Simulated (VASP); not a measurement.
Computed with rev-vdW-DF2, VASP's PBE PAW potentials (set 64) (plane waves; VASP 6.6.1).

VASP input:

### POSCAR
```
FeAl
1.0
  2.9100000000   0.0000000000   0.0000000000
  0.0000000000   2.9100000000   0.0000000000
  0.0000000000   0.0000000000   2.9100000000
Al Fe
1 1
Cart
  1.4550000000   1.4550000000   1.4550000000
  0.0000000000   0.0000000000   0.0000000000
```

INCAR:
```
PARAM2=0.7114
SYSTEM=FeAl
GGA=MK
NSW=60   # most ionic steps
PREC=Accurate
ENCUT=520   # plane-wave cut-off (eV)
NELM=100
ALGO=Normal   # blocked Davidson
LREAL=.False.   # projection in real space or not
LCHARG=.False.
LWAVE=.False.
EDIFFG=-0.01   # ionic stop
ISIF=3   # ions, shape and volume
AGGAC=0.0
LMAXMIX=4
PARAM1=0.1234568
SIGMA=0.1   # width (eV)
ISMEAR=1   # Methfessel-Paxton
LUSE_VDW=.True.
EDIFF=1E-6
ZAB_VDW=-1.8867
IBRION=2
LASPH=.True.
```

**KPOINTS**
```
Automatic mesh
0
Gamma
11 11 11
0 0 0
```

POTCAR, in this order: Al Fe (PBE.64 set). Program: vasp_std.

The run wrote:

File OSZICAR:
```
       N       E                     dE             d eps       ncg     rms          rms(c)
DAV:   1     0.348657773202E+02    0.34866E+02   -0.49393E+03  1008   0.121E+03
DAV:   2    -0.100272284844E+02   -0.44893E+02   -0.43086E+02  1017   0.177E+02
DAV:   3    -0.112415377293E+02   -0.12143E+01   -0.11866E+01  1155   0.396E+01
DAV:   4    -0.112681483230E+02   -0.26611E-01   -0.26590E-01  1279   0.532E+00
DAV:   5    -0.112688473401E+02   -0.69902E-03   -0.69899E-03  1252   0.792E-01    0.131E+01
DAV:   6    -0.134732967236E+02   -0.22044E+01   -0.73184E+01  1149   0.132E+02    0.185E+01
DAV:   7    -0.949222316109E+01    0.39811E+01   -0.37421E+01  1121   0.827E+01    0.244E+00
DAV:   8    -0.946579200530E+01    0.26431E-01   -0.21212E-01  1120   0.558E+00    0.141E+00
DAV:   9    -0.945261061855E+01    0.13181E-01   -0.42142E-02  1191   0.320E+00    0.357E-01
DAV:  10    -0.945220722276E+01    0.40340E-03   -0.92549E-04  1241   0.376E-01    0.115E-01
DAV:  11    -0.945220803772E+01   -0.81497E-06   -0.22123E-05  1273   0.555E-02    0.166E-02
DAV:  12    -0.945220732019E+01    0.71753E-06   -0.27042E-06   673   0.215E-02
   1 F= -.94522073E+01 E0= -.94522085E+01  d E =-.945221E+01
       N       E                     dE             d eps       ncg     rms          rms(c)
DAV:   1    -0.109444944286E+02   -0.14923E+01   -0.26857E+01  1054   0.999E+01    0.116E+01
DAV:   2    -0.119123987485E+02   -0.96790E+00   -0.48312E+01  1137   0.113E+02    0.133E+01
DAV:   3    -0.950270948181E+01    0.24097E+01   -0.22433E+01  1107   0.701E+01    0.219E+00
DAV:   4    -0.947522839212E+01    0.27481E-01   -0.15373E-01  1170   0.476E+00    0.129E+00
DAV:   5    -0.946260014216E+01    0.12628E-01   -0.36023E-02  1400   0.253E+00    0.318E-01
DAV:   6    -0.946237883585E+01    0.22131E-03   -0.90932E-04  1113   0.428E-01    0.908E-02
DAV:   7    -0.946239484290E+01   -0.16007E-04   -0.24944E-05  1290   0.500E-02    0.129E-02
DAV:   8    -0.946239435235E+01    0.49055E-06   -0.28523E-06   750   0.254E-02
   2 F= -.94623944E+01 E0= -.94624443E+01  d E =-.101870E-01
       N       E                     dE             d eps       ncg     rms          rms(c)
DAV:   1    -0.981332405882E+01   -0.35093E+00   -0.59034E+00  1048   0.481E+01    0.517E+00
DAV:   2    -0.101383709316E+02   -0.32505E+00   -0.12602E+01  1222   0.554E+01    0.660E+00
DAV:   3    -0.950007432770E+01    0.63830E+00   -0.43873E+00  1195   0.340E+01    0.725E-01
DAV:   4    -0.949673474163E+01    0.33396E-02   -0.13760E-02  1039   0.120E+00    0.434E-01
DAV:   5    -0.949483339637E+01    0.19013E-02   -0.39697E-03  1387   0.688E-01    0.509E-02
DAV:   6    -0.949485183964E+01   -0.18443E-04   -0.48980E-05  1080   0.762E-02    0.195E-02
DAV:   7    -0.949485122440E+01    0.61524E-06   -0.10690E-05  1170   0.531E-02    0.199E-03
DAV:   8    -0.949485119280E+01    0.31594E-07   -0.21580E-07   510   0.841E-03
   3 F= -.94948512E+01 E0= -.94948937E+01  d E =-.426439E-01
```

OUTCAR:
```
------------------------ aborting loop because EDIFF is reached ----------------------------------------
  FORCE on cell =-STRESS in cart. coord.  units (eV):
  Direction    XX          YY          ZZ          XY          YZ          ZX
  --------------------------------------------------------------------------------------
  Total       -0.0047737     -0.0047737     -0.0047737     -0.0000000     -0.0000000      0.0000000
  in kB       -0.3287058     -0.3287058     -0.3287058     -0.0000000     -0.0000000      0.0000000
  external PRESSURE =      -0.3287058 kB  Pullay stress =       0.0000000 kB
  volume of cell :       23.27
      direct lattice vectors                 reciprocal lattice vectors
     2.854867600 -0.000000000  0.000000000     0.350278941  0.000000000  0.000000000
    -0.000000000  2.854867600 -0.000000000     0.000000000  0.350278941  0.000000000
    -0.000000000 -0.000000000  2.854867600    -0.000000000  0.000000000  0.350278941
 POSITION                                       TOTAL-FORCE (eV/Angst)
 -----------------------------------------------------------------------------------
      1.42743      1.42743      1.42743        -0.000000      0.000000      0.000000
      0.00000      0.00000      0.00000         0.000000     -0.000000      0.000000
 -----------------------------------------------------------------------------------
    total drift:                               -0.000000      0.000000      0.000000
  FREE ENERGIE OF THE ION-ELECTRON SYSTEM (eV)
  ---------------------------------------------------
  free  energy   TOTEN  =        -9.4948511928 eV

  energy  without entropy=       -9.4949786591  energy(sigma->0) =       -9.49489368

 reached required accuracy - stopping structural energy minimisation
```
(Selected blocks of OUTCAR.)

### CONTCAR
```
FeAl
   1.00000000000000
     2.8548676000566156   -0.0000000000000000    0.0000000000000000
    -0.0000000000000000    2.8548676000566156   -0.0000000000000000
    -0.0000000000000000   -0.0000000000000000    2.8548676000566156
  Al              Fe
     1     1
Direct
     0.5000000000000000    0.5000000000000000    0.5000000000000000
     0.0000000000000000    0.0000000000000000    0.0000000000000000
```

Energy and stress use the plane-wave basis of the starting cell.

The compound is FeAl in the CsCl type structure. This run relaxes it. Symmetry was kept, so distortions that lower it aren't found. The run is not spin-polarised, so no magnetic state was tried. The electron count is odd and the run is not spin-polarised, which forces a metal.
